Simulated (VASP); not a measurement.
Calculation: r2SCAN meta-GGA, VASP's PBE PAW potentials (set 64) (plane waves; VASP 6.6.1).

Input for VASP

INCAR:
```
# general
SYSTEM  = SnSe2
PREC    = Accurate
ENCUT   = 400
LREAL   = F
LASPH   = T

# electronic loop
EDIFF   = 1E-6
NELM    = 100
ALGO    = Normal
LMAXMIX = 4
LMIXTAU = T

# smearing
ISMEAR  = 0
SIGMA   = 0.05

# functional
METAGGA = R2SCAN

# ions
IBRION  = 2
NSW     = 60
ISIF    = 3
EDIFFG  = -0.02

# output
LWAVE   = F
LCHARG  = F
```

### POSCAR
```
SnSe2
1
    1.9159422432    -3.3185095248     0.0000000000
    1.9159422432     3.3185095248    -0.0000000000
   -0.0000000000     0.0000000000     6.2349520967
Sn Se
1 2
Direct
  0.0000000000   0.0000000000   0.0000000000
  0.3333330000   0.6666670000   0.2526164324
  0.6666670000   0.3333330000   0.7473835676
```

KPOINTS:
```
Automatic mesh
0
Gamma
6 6 3
0 0 0
```

POTCAR, in this order: Sn_d Se (PBE.64 set). Program: vasp_std.

What VASP printed:

File OSZICAR:
```
...
DAV:  12    -0.546130464876E+02    0.25588E-05   -0.71580E-08   292   0.309E-03    0.157E-04
DAV:  13    -0.546130465144E+02   -0.26810E-07   -0.75835E-09   292   0.106E-03
   2 F= -.54613047E+02 E0= -.54613047E+02  d E =-.211408E-02
       N       E                     dE             d eps       ncg     rms          rms(c)
DAV:   1    -0.546173836149E+02   -0.43371E-02   -0.10522E-01   730   0.514E+00    0.363E-01
DAV:   2    -0.546143193107E+02    0.30643E-02   -0.58141E-03   740   0.133E+00    0.171E-01
DAV:   3    -0.546132470313E+02    0.10723E-02   -0.29143E-03   783   0.888E-01    0.364E-02
DAV:   4    -0.546133920169E+02   -0.14499E-03   -0.38498E-04   582   0.182E-01    0.267E-02
DAV:   5    -0.546134078233E+02   -0.15806E-04   -0.54014E-05   581   0.689E-02    0.166E-02
DAV:   6    -0.546134224677E+02   -0.14644E-04   -0.18782E-05   602   0.455E-02    0.540E-03
DAV:   7    -0.546134143285E+02    0.81392E-05   -0.99533E-06   583   0.337E-02    0.228E-03
DAV:   8    -0.546134260227E+02   -0.11694E-04   -0.38353E-06   586   0.205E-02    0.815E-04
DAV:   9    -0.546134226447E+02    0.33781E-05   -0.35068E-07   312   0.680E-03    0.424E-04
DAV:  10    -0.546134239260E+02   -0.12813E-05   -0.50157E-08   292   0.238E-03    0.139E-04
DAV:  11    -0.546134219083E+02    0.20176E-05   -0.51243E-08   292   0.291E-03    0.774E-05
DAV:  12    -0.546134226519E+02   -0.74362E-06   -0.61742E-09   292   0.975E-04
   3 F= -.54613423E+02 E0= -.54613423E+02  d E =-.249022E-02
       N       E                     dE             d eps       ncg     rms          rms(c)
DAV:   1    -0.546163318664E+02   -0.29100E-02   -0.16602E-01   582   0.413E+00    0.255E-01
DAV:   2    -0.546156560112E+02    0.67586E-03   -0.75525E-03   668   0.101E+00    0.125E-01
DAV:   3    -0.546152977709E+02    0.35824E-03   -0.10782E-03   728   0.501E-01    0.458E-02
DAV:   4    -0.546152706095E+02    0.27161E-04   -0.23712E-04   690   0.164E-01    0.192E-02
DAV:   5    -0.546152778590E+02   -0.72495E-05   -0.29293E-05   620   0.508E-02    0.122E-02
DAV:   6    -0.546152634678E+02    0.14391E-04   -0.11746E-05   592   0.358E-02    0.460E-03
DAV:   7    -0.546152734491E+02   -0.99813E-05   -0.94896E-06   584   0.295E-02    0.290E-03
DAV:   8    -0.546152705275E+02    0.29216E-05   -0.16272E-06   538   0.130E-02    0.116E-03
DAV:   9    -0.546152726616E+02   -0.21341E-05   -0.27320E-07   298   0.535E-03    0.216E-04
DAV:  10    -0.546152721223E+02    0.53930E-06   -0.52919E-08   292   0.208E-03
   4 F= -.54615272E+02 E0= -.54615272E+02  d E =-.184947E-02
       N       E                     dE             d eps       ncg     rms          rms(c)
DAV:   1    -0.546252782765E+02   -0.10006E-01   -0.12343E+00   582   0.113E+01    0.699E-01
DAV:   2    -0.546208001133E+02    0.44782E-02   -0.56664E-02   683   0.275E+00    0.344E-01
DAV:   3    -0.546181071875E+02    0.26929E-02   -0.75535E-03   727   0.132E+00    0.132E-01
DAV:   4    -0.546179162680E+02    0.19092E-03   -0.18357E-03   736   0.474E-01    0.506E-02
DAV:   5    -0.546179566816E+02   -0.40414E-04   -0.21718E-04   587   0.142E-01    0.316E-02
DAV:   6    -0.546178994442E+02    0.57237E-04   -0.90786E-05   590   0.998E-02    0.124E-02
DAV:   7    -0.546179450840E+02   -0.45640E-04   -0.70025E-05   583   0.810E-02    0.791E-03
DAV:   8    -0.546179454658E+02   -0.38181E-06   -0.11477E-05   602   0.348E-02    0.335E-03
DAV:   9    -0.546179522215E+02   -0.67557E-05   -0.27788E-06   539   0.163E-02    0.609E-04
DAV:  10    -0.546179512448E+02    0.97664E-06   -0.39195E-07   370   0.591E-03
   5 F= -.54617951E+02 E0= -.54617951E+02  d E =-.452859E-02
       N       E                     dE             d eps       ncg     rms          rms(c)
DAV:   1    -0.546251075668E+02   -0.71553E-02   -0.35300E-01   582   0.520E+00    0.440E-01
DAV:   2    -0.546216236566E+02    0.34839E-02   -0.19255E-02   645   0.162E+00    0.249E-01
DAV:   3    -0.546198540432E+02    0.17696E-02   -0.44431E-03   700   0.897E-01    0.975E-02
DAV:   4    -0.546198030599E+02    0.50983E-04   -0.81359E-04   644   0.299E-01    0.351E-02
DAV:   5    -0.546198226599E+02   -0.19600E-04   -0.27107E-04   588   0.156E-01    0.206E-02
DAV:   6    -0.546198377526E+02   -0.15093E-04   -0.86612E-05   583   0.902E-02    0.105E-02
DAV:   7    -0.546198414462E+02   -0.36936E-05   -0.32630E-05   602   0.535E-02    0.376E-03
DAV:   8    -0.546198500616E+02   -0.86154E-05   -0.48207E-06   606   0.205E-02    0.137E-03
DAV:   9    -0.546198469364E+02    0.31252E-05   -0.76252E-07   392   0.889E-03    0.588E-04
DAV:  10    -0.546198497415E+02   -0.28051E-05   -0.20361E-07   302   0.501E-03    0.190E-04
DAV:  11    -0.546198485836E+02    0.11579E-05   -0.59795E-08   291   0.273E-03    0.174E-04
DAV:  12    -0.546198491282E+02   -0.54458E-06   -0.14348E-08   289   0.121E-03
   6 F= -.54619849E+02 E0= -.54619849E+02  d E =-.189788E-02
       N       E                     dE             d eps       ncg     rms          rms(c)
DAV:   1    -0.546603638687E+02   -0.40515E-01   -0.26023E+00   582   0.142E+01    0.119E+00
DAV:   2    -0.546352619167E+02    0.25102E-01   -0.14353E-01   646   0.415E+00    0.672E-01
DAV:   3    -0.546220035291E+02    0.13258E-01   -0.30586E-02   715   0.213E+00    0.271E-01
DAV:   4    -0.546217003624E+02    0.30317E-03   -0.55907E-03   604   0.817E-01    0.877E-02
DAV:   5    -0.546218633188E+02   -0.16296E-03   -0.20681E-03   604   0.427E-01    0.512E-02
DAV:   6    -0.546220126788E+02   -0.14936E-03   -0.61108E-04   582   0.242E-01    0.262E-02
DAV:   7    -0.546220623314E+02   -0.49653E-04   -0.19813E-04   586   0.131E-01    0.100E-02
DAV:   8    -0.546221007933E+02   -0.38462E-04   -0.32956E-05   604   0.538E-02    0.334E-03
DAV:   9    -0.546220944556E+02    0.63377E-05   -0.53295E-06   640   0.231E-02    0.182E-03
DAV:  10    -0.546221032405E+02   -0.87849E-05   -0.14728E-06   557   0.128E-02    0.619E-04
DAV:  11    -0.546221009771E+02    0.22634E-05   -0.39867E-07   312   0.681E-03    0.289E-04
DAV:  12    -0.546221021252E+02   -0.11481E-05   -0.82621E-08   292   0.297E-03    0.135E-04
DAV:  13    -0.546221014620E+02    0.66320E-06   -0.17492E-08   292   0.115E-03
   7 F= -.54622101E+02 E0= -.54622101E+02  d E =-.415022E-02
       N       E                     dE             d eps       ncg     rms          rms(c)
DAV:   1    -0.546249521423E+02   -0.28500E-02   -0.26807E-01   590   0.527E+00    0.344E-01
DAV:   2    -0.546234653643E+02    0.14868E-02   -0.13406E-02   672   0.141E+00    0.175E-01
DAV:   3    -0.546226557858E+02    0.80958E-03   -0.22176E-03   706   0.698E-01    0.672E-02
DAV:   4    -0.546226191033E+02    0.36682E-04   -0.47412E-04   697   0.224E-01    0.275E-02
DAV:   5    -0.546226308079E+02   -0.11705E-04   -0.78926E-05   585   0.837E-02    0.170E-02
DAV:   6    -0.546226143724E+02    0.16435E-04   -0.30727E-05   591   0.599E-02    0.603E-03
DAV:   7    -0.546226280094E+02   -0.13637E-04   -0.18568E-05   582   0.424E-02    0.376E-03
DAV:   8    -0.546226278135E+02    0.19586E-06   -0.19176E-06   600   0.143E-02
   8 F= -.54622628E+02 E0= -.54622628E+02  d E =-.526351E-03
       N       E                     dE             d eps       ncg     rms          rms(c)
DAV:   1    -0.546244774967E+02   -0.18495E-02   -0.19080E-01   590   0.443E+00    0.290E-01
DAV:   2    -0.546234201394E+02    0.10574E-02   -0.95245E-03   672   0.119E+00    0.147E-01
DAV:   3    -0.546228504215E+02    0.56972E-03   -0.15912E-03   706   0.592E-01    0.566E-02
DAV:   4    -0.546228209598E+02    0.29462E-04   -0.33603E-04   706   0.188E-01    0.233E-02
DAV:   5    -0.546228302284E+02   -0.92687E-05   -0.55939E-05   594   0.703E-02    0.145E-02
DAV:   6    -0.546228166492E+02    0.13579E-04   -0.21191E-05   588   0.502E-02    0.513E-03
DAV:   7    -0.546228272571E+02   -0.10608E-04   -0.12649E-05   583   0.353E-02    0.325E-03
DAV:   8    -0.546228266482E+02    0.60890E-06   -0.12127E-06   465   0.117E-02
   9 F= -.54622827E+02 E0= -.54622827E+02  d E =-.725186E-03
```

### OUTCAR
```
------------------------ aborting loop because EDIFF is reached ----------------------------------------
  FORCE on cell =-STRESS in cart. coord.  units (eV):
  Direction    XX          YY          ZZ          XY          YZ          ZX
  --------------------------------------------------------------------------------------
  Total        0.0484577      0.0484577      0.0211336      0.0000000      0.0000000      0.0000000
  in kB        0.9355234      0.9355235      0.4080059      0.0000000      0.0000000      0.0000000
  external PRESSURE =       0.7596842 kB  Pullay stress =       0.0000000 kB
  volume of cell :       82.99
      direct lattice vectors                 reciprocal lattice vectors
     1.920376796 -3.326190397 -0.000000000     0.260365570 -0.150322122  0.000000000
     1.920376796  3.326190397  0.000000000     0.260365570  0.150322122 -0.000000000
     0.000000000  0.000000000  6.496135993     0.000000000 -0.000000000  0.153937664
 POSITION                                       TOTAL-FORCE (eV/Angst)
 -----------------------------------------------------------------------------------
      0.00000      0.00000      6.49614        -0.000000      0.000000      0.000000
      1.92038      1.10873      1.57313         0.000000      0.000000      0.000947
      1.92038     -1.10873      4.92300         0.000000     -0.000000     -0.000947
 -----------------------------------------------------------------------------------
    total drift:                               -0.000000      0.000000      0.000000
  FREE ENERGIE OF THE ION-ELECTRON SYSTEM (eV)
  ---------------------------------------------------
  free  energy   TOTEN  =       -54.6228266482 eV

  energy  without entropy=      -54.6228266482  energy(sigma->0) =      -54.62282665

 reached required accuracy - stopping structural energy minimisation
```
(Selected blocks of OUTCAR.)

**CONTCAR**
```
SnSe2
   1.00000000000000
     1.9203767959355715   -3.3261903968459392   -0.0000000000000001
     1.9203767959355715    3.3261903968459392    0.0000000000000001
     0.0000000000000000    0.0000000000000001    6.4961359929484299
  Sn              Se
     1     2
Direct
     0.0000000000000000    0.0000000000000000    1.0000000000000000
     0.3333330000000032    0.6666669999999968    0.2421642118022327
     0.6666669999999968    0.3333330000000032    0.7578357881977673
```

Energy and stress use the plane-wave basis of the starting cell.

The compound is SnSe2 in the 1T layered structure. This run relaxes it. Symmetry was kept, so distortions that lower it aren't found. The start is the result of an earlier pass.
